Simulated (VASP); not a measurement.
# A VASP study of Iridium (PBEsol): structure first, properties next, part 3 of 4

What structure does Iridium take at this level, and what are its properties? Left out of this account: 1 further run (phonons: it ended without a result to show). The start is a cell from a database of measured crystal structures.

VASP 6.6.1, plane waves and PAW; the level of theory is named at each step.

Still holding for the runs below: This run has no spin polarisation. Its electron count is odd, so without a moment it is a metal by construction. The k-mesh is coarse for a metal.

So far. Step 5 (Total and projected DOS (PBEsol)): The finer mesh and the other smearing move the Fermi level by -0.09 eV from the 10×10×10 run, one measure of the sampling error in the zero of the bands above. Of the states within 0.3 eV of the Fermi level, the largest shares in the PAW spheres are Ir d 92 %. The rest lies in smaller channels or between the spheres. Step 6 (Volume scan with PBEsol, volume scale 0.94): The pressure here is 28.25 GPa.

### 7. Volume scan with PBEsol, volume scale 0.96

Level of this step: PBEsol; plane waves and PAW (Ir) (VASP).

INCAR reads:

```
SYSTEM = Ir
PREC = Accurate
ENCUT = 400
EDIFF = 1E-06
NELM = 100
ISMEAR = 1
SIGMA = 0.2
LREAL = .FALSE.
ALGO = Normal
GGA = PS
NBANDS = 10
LASPH = .TRUE.
LORBIT = 11
LWAVE = .FALSE.
LCHARG = .FALSE.
KPAR = 2
ISIF = 2
```

POSCAR reads:

```
Ir
1.0
    0.0000000000      1.8909680895      1.8909680895
    1.8909680895      0.0000000000      1.8909680895
    1.8909680895      1.8909680895      0.0000000000
Ir
1
Direct
    0.0000000000      0.0000000000      0.0000000000
```

KPOINTS reads:

```
Automatic mesh
0
Gamma
10 10 10
0 0 0
```

Potentials, in the order of the species: Ir (PBE family, release 64).

On the command line:

```
mpirun -np 2 vasp_std
```

The log of the run:

```text
[... set-up lines as in an earlier step ...]
 entering main loop
       N       E                     dE             d eps       ncg     rms          rms(c)
DAV:   1     0.388787267158E+02    0.38879E+02   -0.36622E+03   956   0.658E+02
DAV:   2    -0.970955617588E+01   -0.48588E+02   -0.45945E+02   986   0.179E+02
DAV:   3    -0.103925875072E+02   -0.68303E+00   -0.68181E+00  1112   0.252E+01
DAV:   4    -0.103989673112E+02   -0.63798E-02   -0.63792E-02  1072   0.233E+00
DAV:   5    -0.103990913309E+02   -0.12402E-03   -0.12402E-03  1130   0.292E-01    0.178E+01
DAV:   6    -0.990497734627E+01    0.49411E+00   -0.78858E-01  1052   0.108E+01    0.733E+00
DAV:   7    -0.980151479812E+01    0.10346E+00   -0.28339E-01  1118   0.593E+00    0.142E+00
DAV:   8    -0.979896573016E+01    0.25491E-02   -0.19631E-03  1002   0.456E-01    0.112E+00
DAV:   9    -0.979415771555E+01    0.48080E-02   -0.25106E-03  1022   0.711E-01    0.357E-02
DAV:  10    -0.979414445191E+01    0.13264E-04   -0.17131E-05  1370   0.446E-02    0.216E-02
DAV:  11    -0.979414623991E+01   -0.17880E-05   -0.12222E-06   850   0.681E-03    0.178E-03
DAV:  12    -0.979414622060E+01    0.19309E-07   -0.28900E-08   504   0.170E-03
   1 F= -.97941462E+01 E0= -.97938546E+01  d E =-.874833E-03
```

The job ended after 2.2 s (2 MPI ranks of Intel Xeon 6975P-C (Granite Rapids), shared host; peak memory 0.22 GiB).

From OUTCAR (step 7):

```text
   ENCUT  =  400.0 eV  29.40 Ry    5.42 a.u.   4.36  4.36  4.36*2*pi/ulx,y,z

   NELECT =       9.0000    total number of electrons

 E-fermi :  11.1428

 k-point     1 :       0.0000    0.0000    0.0000
  band No.  band energies     occupation
    ...
      2       6.8658      2.00000
      3       6.8658      2.00000
      4       6.8658      2.00000
      5       9.7894      2.00000
      6       9.7894      2.00000
      7      25.2626      0.00000
      8      31.1192      0.00000
      9      31.1192      0.00000
     10      31.1192      0.00000

  Total        1.4915733      1.4915733      1.4915733      0.0000000     -0.0000000     -0.0000000
  in kB      176.7146632    176.7146632    176.7146632      0.0000000     -0.0000000     -0.0000000
  external PRESSURE =     176.7146632 kB  Pullay stress =       0.0000000 kB

 POSITION                                       TOTAL-FORCE (eV/Angst)
 -----------------------------------------------------------------------------------
      0.00000      0.00000      0.00000         0.000000      0.000000      0.000000
 -----------------------------------------------------------------------------------
    total drift:                               -0.000000      0.000000      0.000000

  FREE ENERGIE OF THE ION-ELECTRON SYSTEM (eV)
  ---------------------------------------------------
  free  energy   TOTEN  =        -9.7941462206 eV

  energy  without entropy=       -9.7932713878  energy(sigma->0) =       -9.79385461

[... 5 parts as in an earlier step ...]

[... 11 further parts left out ...]
```

This step gave:

| Property | Result |
| --- | --- |
| free energy (TOTEN) | -9.794 eV |
| energy at zero smearing | -9.794 eV |
| Fermi energy | 11.14 eV |
| pressure | 17.67 GPa |

The pressure falls from 28.25 to 17.67 GPa.

The run ends at a pressure of 17.67 GPa.

### 8. Volume scan with PBEsol, volume scale 0.98

INCAR is that of step 7.

POSCAR reads:

```
Ir
1.0
    0.0000000000      1.9040096609      1.9040096609
    1.9040096609      0.0000000000      1.9040096609
    1.9040096609      1.9040096609      0.0000000000
Ir
1
Direct
    0.0000000000      0.0000000000      0.0000000000
```

KPOINTS is that of step 7.

On the command line:

```
mpirun -np 2 vasp_std
```

The log of the run:

```text
[... set-up lines as in an earlier step ...]
 entering main loop
       N       E                     dE             d eps       ncg     rms          rms(c)
DAV:   1     0.370580622620E+02    0.37058E+02   -0.36778E+03   988   0.657E+02
DAV:   2    -0.978349524960E+01   -0.46842E+02   -0.44105E+02   984   0.176E+02
DAV:   3    -0.104282238083E+02   -0.64473E+00   -0.64241E+00  1100   0.246E+01
DAV:   4    -0.104337572869E+02   -0.55335E-02   -0.55326E-02  1056   0.221E+00
[...]
DAV:  10    -0.981679931833E+01    0.13280E-04   -0.16577E-05  1356   0.439E-02    0.226E-02
DAV:  11    -0.981680098939E+01   -0.16711E-05   -0.12398E-06   860   0.690E-03    0.203E-03
DAV:  12    -0.981680098757E+01    0.18202E-08   -0.28042E-08   508   0.166E-03
   1 F= -.98168010E+01 E0= -.98165080E+01  d E =-.878995E-03
```

Wall time 2 s (2 MPI ranks); peak memory 0.22 GiB.

Parts of OUTCAR (step 8):

```text
  Total        0.7153056      0.7153056      0.7153056      0.0000000      0.0000000      0.0000000
  in kB       83.0165620     83.0165620     83.0165620      0.0000000      0.0000000      0.0000000
  external PRESSURE =      83.0165620 kB  Pullay stress =       0.0000000 kB

 POSITION                                       TOTAL-FORCE (eV/Angst)
 -----------------------------------------------------------------------------------
      0.00000      0.00000      0.00000        -0.000000      0.000000     -0.000000
 -----------------------------------------------------------------------------------
    total drift:                                0.000000     -0.000000     -0.000000

  FREE ENERGIE OF THE ION-ELECTRON SYSTEM (eV)
  ---------------------------------------------------
  free  energy   TOTEN  =        -9.8168009876 eV

  energy  without entropy=       -9.8159219923  energy(sigma->0) =       -9.81650799

[... 1 part as in an earlier step ...]

[... 2 further parts left out ...]
[key lines of the parts left out:]
E-fermi :  10.7663
```

The pressure falls from 17.67 to 8.30 GPa.

The run ends at a pressure of 8.30 GPa.

### 9. Volume scan with PBEsol, volume scale 1

INCAR is that of step 8.

POSCAR reads:

```
Ir
1.0
    0.0000000000      1.9168749813      1.9168749813
    1.9168749813      0.0000000000      1.9168749813
    1.9168749813      1.9168749813      0.0000000000
Ir
1
Direct
    0.0000000000      0.0000000000      0.0000000000
```

KPOINTS is that of step 8.

On the command line:

```
mpirun -np 2 vasp_std
```

The log of the run:

```text
[... set-up lines as in an earlier step ...]
 entering main loop
       N       E                     dE             d eps       ncg     rms          rms(c)
DAV:   1     0.390258784570E+02    0.39026E+02   -0.37390E+03   996   0.659E+02
DAV:   2    -0.970996083745E+01   -0.48736E+02   -0.46163E+02   992   0.181E+02
DAV:   3    -0.104463509211E+02   -0.73639E+00   -0.73550E+00  1098   0.263E+01
DAV:   4    -0.104527378499E+02   -0.63869E-02   -0.63864E-02  1068   0.230E+00
[...]
DAV:  10    -0.982394160844E+01    0.10403E-04   -0.15485E-05  1328   0.417E-02    0.217E-02
DAV:  11    -0.982394325506E+01   -0.16466E-05   -0.11488E-06   876   0.666E-03    0.167E-03
DAV:  12    -0.982394325818E+01   -0.31243E-08   -0.25877E-08   502   0.161E-03
   1 F= -.98239433E+01 E0= -.98236453E+01  d E =-.893892E-03
```

Elapsed: 2.2 s, on 2 MPI ranks; peak memory 0.21 GiB; 3.3 s of CPU time.

OUTCAR, selected parts (step 9):

```text
  Total       -0.0001391     -0.0001391     -0.0001391      0.0000000      0.0000000      0.0000000
  in kB       -0.0158260     -0.0158260     -0.0158260      0.0000000      0.0000000      0.0000000
  external PRESSURE =      -0.0158260 kB  Pullay stress =       0.0000000 kB

  FREE ENERGIE OF THE ION-ELECTRON SYSTEM (eV)
  ---------------------------------------------------
  free  energy   TOTEN  =        -9.8239432582 eV

  energy  without entropy=       -9.8230493662  energy(sigma->0) =       -9.82364529

[... 3 parts as in an earlier step ...]

[... 1 further part left out ...]
[key lines of the parts left out:]
E-fermi :  10.4046
```

The pressure falls from 8.30 to 0.00 GPa.

The run ends at a pressure of 0.00 GPa.

### 10. Volume scan with PBEsol, volume scale 1.02

INCAR is that of step 9.

POSCAR reads:

```
Ir
1.0
    0.0000000000      1.9295698876      1.9295698876
    1.9295698876      0.0000000000      1.9295698876
    1.9295698876      1.9295698876      0.0000000000
Ir
1
Direct
    0.0000000000      0.0000000000      0.0000000000
```

KPOINTS is that of step 9.

On the command line:

```
mpirun -np 2 vasp_std
```

The log of the run:

```text
[... set-up lines as in an earlier step ...]
 entering main loop
       N       E                     dE             d eps       ncg     rms          rms(c)
DAV:   1     0.369434409975E+02    0.36943E+02   -0.36952E+03   980   0.647E+02
DAV:   2    -0.974972056703E+01   -0.46693E+02   -0.43325E+02   964   0.175E+02
DAV:   3    -0.104514995954E+02   -0.70178E+00   -0.69964E+00  1080   0.258E+01
DAV:   4    -0.104576052421E+02   -0.61056E-02   -0.61047E-02  1052   0.229E+00
[...]
DAV:  10    -0.981733989985E+01    0.77343E-05   -0.14074E-05  1330   0.394E-02    0.214E-02
DAV:  11    -0.981734153213E+01   -0.16323E-05   -0.10522E-06   822   0.636E-03    0.149E-03
DAV:  12    -0.981734154337E+01   -0.11237E-07   -0.25348E-08   504   0.161E-03
   1 F= -.98173415E+01 E0= -.98170369E+01  d E =-.914055E-03
```

Elapsed: 2.2 s, on 2 MPI ranks; peak memory 0.21 GiB.

From OUTCAR (step 10):

```text
  Total       -0.6589174     -0.6589174     -0.6589174     -0.0000000     -0.0000000      0.0000000
  in kB      -73.4733761    -73.4733761    -73.4733761     -0.0000000     -0.0000000      0.0000000
  external PRESSURE =     -73.4733761 kB  Pullay stress =       0.0000000 kB

 POSITION                                       TOTAL-FORCE (eV/Angst)
 -----------------------------------------------------------------------------------
      0.00000      0.00000      0.00000        -0.000000     -0.000000      0.000000
 -----------------------------------------------------------------------------------
    total drift:                               -0.000000      0.000000     -0.000000

  FREE ENERGIE OF THE ION-ELECTRON SYSTEM (eV)
  ---------------------------------------------------
  free  energy   TOTEN  =        -9.8173415434 eV

  energy  without entropy=       -9.8164274884  energy(sigma->0) =       -9.81703686

[... 1 part as in an earlier step ...]

[... 2 further parts left out ...]
[key lines of the parts left out:]
E-fermi :  10.0570
```

The pressure falls from 0.00 to -7.35 GPa.

The run ends at a pressure of -7.35 GPa.

### 11. Volume scan with PBEsol, volume scale 1.04

INCAR is that of step 10.

POSCAR reads:

```
Ir
1.0
    0.0000000000      1.9420999133      1.9420999133
    1.9420999133      0.0000000000      1.9420999133
    1.9420999133      1.9420999133      0.0000000000
Ir
1
Direct
    0.0000000000      0.0000000000      0.0000000000
```

KPOINTS is that of step 10.

On the command line:

```
mpirun -np 2 vasp_std
```

The log of the run:

```text
[... set-up lines as in an earlier step ...]
 entering main loop
       N       E                     dE             d eps       ncg     rms          rms(c)
DAV:   1     0.374195789107E+02    0.37420E+02   -0.36363E+03   988   0.654E+02
DAV:   2    -0.971305667022E+01   -0.47133E+02   -0.44726E+02   976   0.174E+02
DAV:   3    -0.104435194830E+02   -0.73046E+00   -0.72869E+00  1090   0.256E+01
DAV:   4    -0.104498720759E+02   -0.63526E-02   -0.63515E-02  1046   0.228E+00
[...]
DAV:  10    -0.979858581859E+01    0.53540E-05   -0.13050E-05  1338   0.370E-02    0.207E-02
DAV:  11    -0.979858745449E+01   -0.16359E-05   -0.97680E-07   796   0.612E-03    0.114E-03
DAV:  12    -0.979858746221E+01   -0.77214E-08   -0.24311E-08   498   0.161E-03
   1 F= -.97985875E+01 E0= -.97982762E+01  d E =-.933916E-03
```

It took 2 s on 2 MPI ranks; peak memory 0.22 GiB; 3.1 s of CPU time.

From OUTCAR (step 11):

```text
  Total       -1.2660412     -1.2660412     -1.2660412      0.0000000      0.0000000      0.0000000
  in kB     -138.4566171   -138.4566171   -138.4566171      0.0000000      0.0000000      0.0000000
  external PRESSURE =    -138.4566171 kB  Pullay stress =       0.0000000 kB

 POSITION                                       TOTAL-FORCE (eV/Angst)
 -----------------------------------------------------------------------------------
      0.00000      0.00000      0.00000        -0.000000      0.000000     -0.000000
 -----------------------------------------------------------------------------------
    total drift:                                0.000000      0.000000      0.000000

  FREE ENERGIE OF THE ION-ELECTRON SYSTEM (eV)
  ---------------------------------------------------
  free  energy   TOTEN  =        -9.7985874622 eV

  energy  without entropy=       -9.7976535461  energy(sigma->0) =       -9.79827616

[... 1 part as in an earlier step ...]

[... 2 further parts left out ...]
[key lines of the parts left out:]
E-fermi :   9.7225
```

The pressure falls from -7.35 to -13.85 GPa.

The run ends at a pressure of -13.85 GPa.

### 12. Volume scan with PBEsol, volume scale 1.06

A prediction first. A parabola through the 6 pressures of evenly scaled cells so far, P = -0.03 -392.3 t +1038 t² GPa with t = ln(V/V₁) and V₁ the volume at scale 1, gives -19.36 GPa at t = +0.0583.

INCAR is that of step 11.

POSCAR reads:

```
Ir
1.0
    0.0000000000      1.9544703099      1.9544703099
    1.9544703099      0.0000000000      1.9544703099
    1.9544703099      1.9544703099      0.0000000000
Ir
1
Direct
    0.0000000000      0.0000000000      0.0000000000
```

KPOINTS is that of step 11.

On the command line:

```
mpirun -np 2 vasp_std
```

The log of the run:

```text
[... set-up lines as in an earlier step ...]
 entering main loop
       N       E                     dE             d eps       ncg     rms          rms(c)
DAV:   1     0.377911735243E+02    0.37791E+02   -0.36915E+03   988   0.654E+02
DAV:   2    -0.965528988116E+01   -0.47446E+02   -0.44041E+02   974   0.175E+02
DAV:   3    -0.104245541646E+02   -0.76926E+00   -0.76801E+00  1136   0.266E+01
DAV:   4    -0.104309006714E+02   -0.63465E-02   -0.63456E-02  1032   0.227E+00
[...]
DAV:  10    -0.976908962459E+01    0.33455E-05   -0.11418E-05  1306   0.329E-02    0.198E-02
DAV:  11    -0.976909129361E+01   -0.16690E-05   -0.94638E-07   810   0.605E-03    0.883E-04
DAV:  12    -0.976909129765E+01   -0.40451E-08   -0.23316E-08   492   0.159E-03
   1 F= -.97690913E+01 E0= -.97687751E+01  d E =-.948561E-03
```

Wall time 2 s (2 MPI ranks); peak memory 0.22 GiB; 3.1 s of CPU time.

OUTCAR, selected parts (step 12):

```text
  Total       -1.8246724     -1.8246724     -1.8246724      0.0000000     -0.0000000      0.0000000
  in kB     -195.7844726   -195.7844726   -195.7844726      0.0000000     -0.0000000      0.0000000
  external PRESSURE =    -195.7844726 kB  Pullay stress =       0.0000000 kB

 POSITION                                       TOTAL-FORCE (eV/Angst)
 -----------------------------------------------------------------------------------
      0.00000      0.00000      0.00000         0.000000      0.000000      0.000000
 -----------------------------------------------------------------------------------
    total drift:                                0.000000     -0.000000      0.000000

  FREE ENERGIE OF THE ION-ELECTRON SYSTEM (eV)
  ---------------------------------------------------
  free  energy   TOTEN  =        -9.7690912977 eV

  energy  without entropy=       -9.7681427363  energy(sigma->0) =       -9.76877511

[... 1 part as in an earlier step ...]

[... 2 further parts left out ...]
[key lines of the parts left out:]
E-fermi :   9.4006
```

The pressure falls from -13.85 to -19.58 GPa. The parabola predicted -19.36 GPa, +0.22 GPa off.

### 13. Comparing the runs

Times are for 2 MPI ranks of Intel Xeon 6975P-C (Granite Rapids), shared host. The runs compared:

```
no.  volume scale  energy above the lowest point (meV/atom)  pressure (GPa)   time  memory (GiB)
  1          0.94                                     69.97           28.25  2.2 s          0.21
  2          0.96                                     29.79           17.67  2.2 s          0.22
  3          0.98                                      7.14           8.302    2 s          0.22
  4             1                                         0       -0.001583  2.2 s          0.21
  5          1.02                                      6.61          -7.347  2.2 s          0.21
  6          1.04                                     25.37          -13.85    2 s          0.22
  7          1.06                                     54.87          -19.58    2 s          0.22
```

### 14. Fit for PBEsol

This step: Birch-Murnaghan fit, PBEsol; plane waves and PAW (VASP 6.6.1).

This step runs nothing: it gathers the runs above.

This step gave:

```yaml
pressure_derivative_of_the_bulk_modulus: 5.107
r_m_s_error_of_the_fit: 3.59e-6 eV/atom
minimum_inside_the_sampled_range: yes
bulk_modulus: 390.1 GPa
equilibrium_volume_of_the_fit: 14.09 Å³/atom
```

Energy above the fitted minimum against volume:

```
volume (Å³/atom)  energy above the fitted minimum (eV/atom)
          13.242                                     0.0700
          13.523                                     0.0298
          13.805                                    0.00713
          14.087                                    -5.8e-6
          14.368                                    0.00660
          14.650                                     0.0254
          14.932                                     0.0549
```

The fitted volume lies -0.00 % from the relaxed one.

[end of part 3 of 4]

[Lines on the potential files, build, host, timing and source positions are cut from VASP's logs without a mark.]

[Logs are printed without paths, hosts, clocks, repeated set-up lines and the standing remarks that a program may print on its own settings, such as how far it seeks lower states.]

[Hosts, paths, dates, database ids (printed as entryN), source tags and the programs' standing remarks are cut or masked in the printed files.]

[A measured line is paired with the nearest computed mode of its activity, which favours agreement.]
